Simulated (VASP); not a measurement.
Level of theory: PBE GGA, VASP's PBE PAW potentials (set 64) (plane waves; VASP 6.6.1).

A VASP calculation is set up with these files.

### POSCAR
```
NaI
1
    0.0000000000     3.2350000000     3.2350000000
    3.2350000000     0.0000000000     3.2350000000
    3.2350000000     3.2350000000     0.0000000000
Na I
1 1
Direct
  0.0000000000   0.0000000000   0.0000000000
  0.5000000000   0.5000000000   0.5000000000
```

**INCAR**
```
SYSTEM=NaI
PREC=Accurate; ENCUT=400; LREAL=.FALSE.
LASPH=.TRUE.
EDIFF=1E-6; NELM=100; ALGO=Normal
IMIX=1; AMIX=0.05; BMIX=3.0
LMAXMIX=4
ISMEAR=0; SIGMA=0.05
GGA=PE
ISIF=2
LWAVE=.FALSE.; LCHARG=.FALSE.
```

File KPOINTS:
```
K-points
0
G
7 7 7
0 0 0
```

POTCAR, in this order: Na_pv I (PBE.64 set). Program: vasp_std.

The resulting files:

### OSZICAR
```
...
DAV:  12    -0.542936657499E+01    0.26772E-02   -0.12307E-04   497   0.698E-02    0.130E+00
DAV:  13    -0.542685922259E+01    0.25074E-02   -0.11565E-04   506   0.671E-02    0.126E+00
DAV:  14    -0.542450951027E+01    0.23497E-02   -0.10875E-04   500   0.645E-02    0.122E+00
DAV:  15    -0.542230619461E+01    0.22033E-02   -0.10236E-04   500   0.622E-02    0.119E+00
DAV:  16    -0.542023894683E+01    0.20672E-02   -0.96409E-05   497   0.599E-02    0.115E+00
DAV:  17    -0.541829826736E+01    0.19407E-02   -0.90896E-05   500   0.578E-02    0.112E+00
DAV:  18    -0.541647541192E+01    0.18229E-02   -0.85740E-05   500   0.559E-02    0.109E+00
DAV:  19    -0.541476232416E+01    0.17131E-02   -0.80960E-05   503   0.540E-02    0.106E+00
DAV:  20    -0.541315157510E+01    0.16107E-02   -0.76482E-05   497   0.523E-02    0.103E+00
DAV:  21    -0.541163630661E+01    0.15153E-02   -0.72322E-05   503   0.507E-02    0.998E-01
DAV:  22    -0.541021018331E+01    0.14261E-02   -0.68422E-05   500   0.492E-02    0.970E-01
DAV:  23    -0.540886734732E+01    0.13428E-02   -0.64788E-05   500   0.478E-02    0.943E-01
DAV:  24    -0.540760237713E+01    0.12650E-02   -0.61375E-05   503   0.464E-02    0.917E-01
DAV:  25    -0.540641025054E+01    0.11921E-02   -0.58193E-05   500   0.451E-02    0.891E-01
DAV:  26    -0.540528631176E+01    0.11239E-02   -0.55199E-05   503   0.439E-02    0.867E-01
DAV:  27    -0.540422624126E+01    0.10601E-02   -0.52403E-05   503   0.428E-02    0.843E-01
DAV:  28    -0.540322602781E+01    0.10002E-02   -0.49770E-05   503   0.417E-02    0.820E-01
DAV:  29    -0.540228194336E+01    0.94408E-03   -0.47305E-05   503   0.407E-02    0.798E-01
DAV:  30    -0.540139052095E+01    0.89142E-03   -0.44981E-05   500   0.397E-02    0.777E-01
DAV:  31    -0.540054853369E+01    0.84199E-03   -0.42802E-05   506   0.388E-02    0.756E-01
DAV:  32    -0.539975297591E+01    0.79556E-03   -0.40746E-05   503   0.379E-02    0.736E-01
DAV:  33    -0.539900104573E+01    0.75193E-03   -0.38814E-05   500   0.371E-02    0.717E-01
DAV:  34    -0.539829012953E+01    0.71092E-03   -0.36989E-05   503   0.362E-02    0.698E-01
DAV:  35    -0.539761778778E+01    0.67234E-03   -0.35271E-05   506   0.355E-02    0.680E-01
DAV:  36    -0.539698174190E+01    0.63605E-03   -0.33647E-05   500   0.347E-02    0.662E-01
DAV:  37    -0.539637986193E+01    0.60188E-03   -0.32115E-05   509   0.340E-02    0.645E-01
DAV:  38    -0.539581015603E+01    0.56971E-03   -0.30666E-05   500   0.333E-02    0.629E-01
DAV:  39    -0.539527076000E+01    0.53940E-03   -0.29297E-05   512   0.326E-02    0.613E-01
DAV:  40    -0.539475992831E+01    0.51083E-03   -0.28000E-05   500   0.320E-02    0.598E-01
DAV:  41    -0.539427602545E+01    0.48390E-03   -0.26773E-05   509   0.314E-02    0.583E-01
DAV:  42    -0.539381751848E+01    0.45851E-03   -0.25609E-05   500   0.308E-02    0.568E-01
DAV:  43    -0.539338296944E+01    0.43455E-03   -0.24507E-05   512   0.302E-02    0.554E-01
DAV:  44    -0.539297102890E+01    0.41194E-03   -0.23461E-05   500   0.296E-02    0.541E-01
DAV:  45    -0.539258043002E+01    0.39060E-03   -0.22468E-05   509   0.291E-02    0.528E-01
DAV:  46    -0.539220998283E+01    0.37045E-03   -0.21525E-05   500   0.286E-02    0.515E-01
DAV:  47    -0.539185856883E+01    0.35141E-03   -0.20629E-05   512   0.280E-02    0.503E-01
DAV:  48    -0.539152513683E+01    0.33343E-03   -0.19777E-05   500   0.275E-02    0.491E-01
DAV:  49    -0.539120869794E+01    0.31644E-03   -0.18966E-05   509   0.270E-02    0.479E-01
DAV:  50    -0.539090832167E+01    0.30038E-03   -0.18195E-05   500   0.266E-02    0.468E-01
DAV:  51    -0.539062313196E+01    0.28519E-03   -0.17460E-05   512   0.261E-02    0.457E-01
DAV:  52    -0.539035230413E+01    0.27083E-03   -0.16760E-05   500   0.256E-02    0.447E-01
DAV:  53    -0.539009506136E+01    0.25724E-03   -0.16092E-05   506   0.252E-02    0.437E-01
DAV:  54    -0.538985067157E+01    0.24439E-03   -0.15456E-05   500   0.248E-02    0.427E-01
DAV:  55    -0.538961844456E+01    0.23223E-03   -0.14849E-05   512   0.244E-02    0.417E-01
DAV:  56    -0.538939772976E+01    0.22071E-03   -0.14269E-05   497   0.239E-02    0.408E-01
DAV:  57    -0.538918791332E+01    0.20982E-03   -0.13715E-05   509   0.235E-02    0.399E-01
DAV:  58    -0.538898841635E+01    0.19950E-03   -0.13186E-05   494   0.231E-02    0.390E-01
DAV:  59    -0.538879869235E+01    0.18972E-03   -0.12681E-05   512   0.228E-02    0.381E-01
DAV:  60    -0.538861822548E+01    0.18047E-03   -0.12197E-05   494   0.224E-02    0.373E-01
DAV:  61    -0.538844652869E+01    0.17170E-03   -0.11734E-05   506   0.220E-02    0.365E-01
DAV:  62    -0.538828314197E+01    0.16339E-03   -0.11292E-05   500   0.217E-02    0.357E-01
DAV:  63    -0.538812763092E+01    0.15551E-03   -0.10868E-05   506   0.213E-02    0.349E-01
DAV:  64    -0.538797958487E+01    0.14805E-03   -0.10462E-05   494   0.210E-02    0.342E-01
DAV:  65    -0.538783861591E+01    0.14097E-03   -0.10073E-05   512   0.206E-02    0.335E-01
DAV:  66    -0.538770435715E+01    0.13426E-03   -0.97001E-06   494   0.203E-02    0.328E-01
DAV:  67    -0.538757646202E+01    0.12790E-03   -0.93426E-06   506   0.200E-02    0.321E-01
DAV:  68    -0.538745460257E+01    0.12186E-03   -0.89998E-06   500   0.196E-02    0.314E-01
DAV:  69    -0.538733846861E+01    0.11613E-03   -0.86708E-06   503   0.193E-02    0.307E-01
DAV:  70    -0.538722776696E+01    0.11070E-03   -0.83552E-06   497   0.190E-02    0.301E-01
DAV:  71    -0.538712221992E+01    0.10555E-03   -0.80522E-06   509   0.187E-02    0.295E-01
DAV:  72    -0.538702156503E+01    0.10065E-03   -0.77612E-06   497   0.184E-02    0.289E-01
DAV:  73    -0.538692555372E+01    0.96011E-04   -0.74817E-06   503   0.181E-02    0.283E-01
DAV:  74    -0.538683395077E+01    0.91603E-04   -0.72132E-06   503   0.179E-02    0.277E-01
DAV:  75    -0.538674653355E+01    0.87417E-04   -0.69551E-06   503   0.176E-02    0.272E-01
DAV:  76    -0.538666309124E+01    0.83442E-04   -0.67071E-06   497   0.173E-02    0.266E-01
DAV:  77    -0.538658342409E+01    0.79667E-04   -0.64685E-06   509   0.170E-02    0.261E-01
DAV:  78    -0.538650734311E+01    0.76081E-04   -0.62392E-06   497   0.168E-02    0.256E-01
DAV:  79    -0.538643466923E+01    0.72674E-04   -0.60185E-06   500   0.165E-02    0.251E-01
DAV:  80    -0.538636523295E+01    0.69436E-04   -0.58062E-06   503   0.162E-02    0.246E-01
DAV:  81    -0.538629887345E+01    0.66359E-04   -0.56018E-06   500   0.160E-02    0.241E-01
DAV:  82    -0.538623543847E+01    0.63435E-04   -0.54052E-06   497   0.157E-02    0.237E-01
DAV:  83    -0.538617478385E+01    0.60655E-04   -0.52158E-06   503   0.155E-02    0.232E-01
DAV:  84    -0.538611677277E+01    0.58011E-04   -0.50335E-06   494   0.152E-02    0.227E-01
DAV:  85    -0.538606127573E+01    0.55497E-04   -0.48579E-06   500   0.150E-02    0.223E-01
DAV:  86    -0.538600816984E+01    0.53106E-04   -0.46888E-06   497   0.148E-02    0.219E-01
DAV:  87    -0.538595733867E+01    0.50831E-04   -0.45258E-06   494   0.145E-02    0.215E-01
DAV:  88    -0.538590867185E+01    0.48667E-04   -0.43688E-06   494   0.143E-02    0.211E-01
DAV:  89    -0.538586206470E+01    0.46607E-04   -0.42175E-06   494   0.141E-02    0.207E-01
DAV:  90    -0.538581741787E+01    0.44647E-04   -0.40716E-06   491   0.139E-02    0.203E-01
DAV:  91    -0.538577463743E+01    0.42780E-04   -0.39310E-06   497   0.137E-02    0.199E-01
DAV:  92    -0.538573363388E+01    0.41004E-04   -0.37955E-06   494   0.135E-02    0.195E-01
DAV:  93    -0.538569432267E+01    0.39311E-04   -0.36648E-06   491   0.132E-02    0.191E-01
DAV:  94    -0.538565662341E+01    0.37699E-04   -0.35387E-06   488   0.130E-02    0.188E-01
DAV:  95    -0.538562045977E+01    0.36164E-04   -0.34172E-06   485   0.128E-02    0.184E-01
DAV:  96    -0.538558575956E+01    0.34700E-04   -0.32999E-06   482   0.126E-02    0.181E-01
DAV:  97    -0.538555245405E+01    0.33306E-04   -0.31868E-06   479   0.124E-02    0.178E-01
DAV:  98    -0.538552047814E+01    0.31976E-04   -0.30777E-06   479   0.122E-02    0.174E-01
DAV:  99    -0.538548976999E+01    0.30708E-04   -0.29724E-06   476   0.121E-02    0.171E-01
DAV: 100    -0.538546027092E+01    0.29499E-04   -0.28708E-06   479   0.119E-02
   1 F= -.53854603E+01 E0= -.53854603E+01  d E =-.312560E-12
```

File OUTCAR:
```
------------------------ aborting loop EDIFF was not reached (unconverged)  ----------------------------
  FORCE on cell =-STRESS in cart. coord.  units (eV):
  Direction    XX          YY          ZZ          XY          YZ          ZX
  --------------------------------------------------------------------------------------
  Total        0.5532637      0.5532637      0.5532637     -0.0000000      0.0000000      0.0000000
  in kB       13.0915156     13.0915156     13.0915156     -0.0000000      0.0000000      0.0000000
  external PRESSURE =      13.0915156 kB  Pullay stress =       0.0000000 kB
  volume of cell :       67.71
      direct lattice vectors                 reciprocal lattice vectors
     0.000000000  3.235000000  3.235000000    -0.154559505  0.154559505  0.154559505
     3.235000000  0.000000000  3.235000000     0.154559505 -0.154559505  0.154559505
     3.235000000  3.235000000  0.000000000     0.154559505  0.154559505 -0.154559505
  FREE ENERGIE OF THE ION-ELECTRON SYSTEM (eV)
  ---------------------------------------------------
  free  energy   TOTEN  =        -5.3854602709 eV

  energy  without entropy=       -5.3854602709  energy(sigma->0) =       -5.38546027
```
(Selected blocks of OUTCAR.)

### stdout
```
...
DAV:  81    -0.538629887345E+01    0.66359E-04   -0.56018E-06   500   0.160E-02    0.241E-01
DAV:  82    -0.538623543847E+01    0.63435E-04   -0.54052E-06   497   0.157E-02    0.237E-01
DAV:  83    -0.538617478385E+01    0.60655E-04   -0.52158E-06   503   0.155E-02    0.232E-01
DAV:  84    -0.538611677277E+01    0.58011E-04   -0.50335E-06   494   0.152E-02    0.227E-01
DAV:  85    -0.538606127573E+01    0.55497E-04   -0.48579E-06   500   0.150E-02    0.223E-01
DAV:  86    -0.538600816984E+01    0.53106E-04   -0.46888E-06   497   0.148E-02    0.219E-01
DAV:  87    -0.538595733867E+01    0.50831E-04   -0.45258E-06   494   0.145E-02    0.215E-01
DAV:  88    -0.538590867185E+01    0.48667E-04   -0.43688E-06   494   0.143E-02    0.211E-01
DAV:  89    -0.538586206470E+01    0.46607E-04   -0.42175E-06   494   0.141E-02    0.207E-01
DAV:  90    -0.538581741787E+01    0.44647E-04   -0.40716E-06   491   0.139E-02    0.203E-01
DAV:  91    -0.538577463743E+01    0.42780E-04   -0.39310E-06   497   0.137E-02    0.199E-01
DAV:  92    -0.538573363388E+01    0.41004E-04   -0.37955E-06   494   0.135E-02    0.195E-01
DAV:  93    -0.538569432267E+01    0.39311E-04   -0.36648E-06   491   0.132E-02    0.191E-01
DAV:  94    -0.538565662341E+01    0.37699E-04   -0.35387E-06   488   0.130E-02    0.188E-01
DAV:  95    -0.538562045977E+01    0.36164E-04   -0.34172E-06   485   0.128E-02    0.184E-01
DAV:  96    -0.538558575956E+01    0.34700E-04   -0.32999E-06   482   0.126E-02    0.181E-01
DAV:  97    -0.538555245405E+01    0.33306E-04   -0.31868E-06   479   0.124E-02    0.178E-01
DAV:  98    -0.538552047814E+01    0.31976E-04   -0.30777E-06   479   0.122E-02    0.174E-01
DAV:  99    -0.538548976999E+01    0.30708E-04   -0.29724E-06   476   0.121E-02    0.171E-01
DAV: 100    -0.538546027092E+01    0.29499E-04   -0.28708E-06   479   0.119E-02

 -----------------------------------------------------------------------------
|                                                                             |
|           W    W    AA    RRRRR   N    N  II  N    N   GGGG   !!!           |
|           W    W   A  A   R    R  NN   N  II  NN   N  G    G  !!!           |
|           W    W  A    A  R    R  N N  N  II  N N  N  G       !!!           |
|           W WW W  AAAAAA  RRRRR   N  N N  II  N  N N  G  GGG   !            |
|           WW  WW  A    A  R   R   N   NN  II  N   NN  G    G                |
|           W    W  A    A  R    R  N    N  II  N    N   GGGG   !!!           |
|                                                                             |
|     The electronic self-consistency was not achieved in the given           |
|     number of steps (NELM). The forces and other quantities evaluated       |
|     might not be reliable so examine the results carefully. If you find     |
|     spurious results, we suggest increasing NELM, if you were close to      |
|     convergence or switching to a different ALGO or adjusting the           |
|     density mixing parameters otherwise.                                    |
|                                                                             |
 -----------------------------------------------------------------------------

   1 F= -.53854603E+01 E0= -.53854603E+01  d E =-.312560E-12
```

Convergence was not reached.

The compound is NaI in the rock salt structure. The cell was not relaxed at this level. The run is one of a series of settings (AMIX = 0.05, BMIX = 3.0, IMIX = 1 against the base run), some of them coarse on purpose.
